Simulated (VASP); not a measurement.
A convergence study with VASP on InP (zinc blende): one setting is varied, all else stays as given below, so the limit is that of these other settings. The cell's lengths are 1 % over those of the tabulated start and one atom is moved, so it is off equilibrium.

```
CELL_PARAMETERS angstrom
      0.00000     2.96435     2.96435
      2.96435     0.00000     2.96435
      2.96435     2.96435     0.00000
ATOMIC_POSITIONS crystal
  In 0.00000 0.00000 0.00000
  P  0.23978 0.26022 0.26022
```

The numbers are results of LDA (Ceperley-Alder, Perdew-Zunger), VASP's LDA PAW potentials (set 64) (plane waves; VASP), not measurements. The tightest run used: 1000 eV cut-off, 9×9×9 Γ-centred mesh, Gaussian smearing of 0.050 eV, potentials In_d P.

Unless said otherwise, spin-orbit coupling is left out, though it shifts the bands of the heavy elements here. Gaps are read on the run's mesh, which can miss a band edge.

```
setting      E (eV/atom)  pressure (GPa)  gap on the mesh (eV)  plane waves
-----------  -----------  --------------  --------------------  -----------
ENCUT = 150      -2.7042         -145.73                 0.142          229
ENCUT = 250      -4.8135           -3.51                 0.212          489
ENCUT = 350      -4.8157           -3.42                 0.218          785
```

**Question.** These are the cheaper rows. Estimate the results at ENCUT = 1000, and how far the last row shown lies from them.

**Answer.** 
```json
[
 {"quantity": "E (eV/atom)", "tightest run": "-4.8166", "last row shown is off by": "0.0009"},
 {"quantity": "pressure (GPa)", "tightest run": "-3.16", "last row shown is off by": "-0.26"},
 {"quantity": "gap on the mesh (eV)", "tightest run": "0.219", "last row shown is off by": "-0.001"}
]
```

Left out are rungs that failed or repeat a setting and relaxations that didn't move; long series are thinned to 24 rows.

The compound is InP in the zinc blende structure. The cell was not relaxed at this level, it is distorted from the ideal structure.
